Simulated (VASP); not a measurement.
An input for Quantum ESPRESSO's pw.x (written as the equivalent of a VASP run, and not itself run):

```
&CONTROL
  calculation = 'vc-relax'
  pseudo_dir = './pseudo'
  outdir = './out'
  tprnfor = .true.
  tstress = .true.
  nstep = 40
  forc_conv_thr = 0.00078
/
&SYSTEM
  ibrav = 0
  nat = 3
  ntyp = 2
  ecutwfc = 84
  occupations = 'smearing'
  smearing = 'gaussian'
  degauss = 0.003675
  input_dft = 'pbe'
/
&ELECTRONS
  conv_thr = 7.3e-08
  electron_maxstep = 100
/
&IONS
/
&CELL
/
ATOMIC_SPECIES
  Mg 24.305 Mg.upf
  Ge 72.630 Ge.upf
CELL_PARAMETERS angstrom
     0.0000000    3.2034967    3.2034967
     3.2034967    0.0000000    3.2034967
     3.2034967    3.2034967    0.0000000
ATOMIC_POSITIONS crystal
  Mg   0.2500000  0.2500000  0.2500000
  Mg   0.7500000  0.7500000  0.7500000
  Ge   0.0000000  0.0000000  0.0000000
K_POINTS automatic
  6 6 6 0 0 0
```

Q: Write the VASP files for the same calculation (PBE).

A: One answer among several that fit: 
File KPOINTS:
```
Automatic mesh
0
Gamma
6 6 6
0 0 0
```

**POSCAR**
```
Mg2Ge
1
    0.0000000000     3.2034967181     3.2034967181
    3.2034967181     0.0000000000     3.2034967181
    3.2034967181     3.2034967181     0.0000000000
Mg Ge
2 1
Direct
  0.2500000000   0.2500000000   0.2500000000
  0.7500000000   0.7500000000   0.7500000000
  0.0000000000   0.0000000000   0.0000000000
```

INCAR:
```
SYSTEM = Mg2Ge
PREC = Accurate; ENCUT = 500; LREAL = F
LASPH = T
EDIFF = 1E-6; NELM = 100; ALGO = Normal
LMAXMIX = 4
ISMEAR = 0; SIGMA = 0.05
GGA = PE
IBRION = 2; NSW = 40; ISIF = 3
EDIFFG = -0.02
LWAVE = F; LCHARG = F
```

POTCAR, in this order: Mg Ge_d (PBE.64 set). Program: vasp_std.

The two are equivalent in intent, not identical: the potentials are each code's own (VASP's PAW set, PseudoDojo norm-conserving files in pw.x), so ENCUT and ecutwfc are chosen apart and not converted; conv_thr bounds pw.x's estimated SCF error, while EDIFF bounds the energy change between steps; forc_conv_thr acts on force components and is met together with etot_conv_thr.

The compound is Mg2Ge in the antifluorite structure. It was relaxed first.
